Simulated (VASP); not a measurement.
Given:

```
NiSi2
1.0
    0.00000     2.72081     2.72081
    2.72081     0.00000     2.72081
    2.72081     2.72081     0.00000
Si Ni
2 1
Cartesian
  1.36040   1.36040   1.36040
  4.08121   4.08121   4.08121
  0.00000   0.00000   0.00000
```

These are rev-vdW-DF2, VASP's PBE PAW potentials (set 64) (plane waves; VASP 6.6.1) values and carry that method's errors. Run with 520 eV cut-off, 11×11×11 Γ-centred mesh, tetrahedra with Blöchl corrections, potentials Si Ni.

What does the run give for the energy per atom (σ→0), band gap (on the k-mesh) with the smallest direct gap where there is one?

| Item | Value |
|---|---|
| band gap (on the k-mesh) | none (metal, semimetal or under 0.01 eV) |
| energy per atom (σ→0) | -4.330 eV/atom |

Only differences to runs with the same potentials and settings are physical.

The compound is NiSi2 in the fluorite structure. It was relaxed first. The run is not spin-polarised, so no magnetic state was tried.
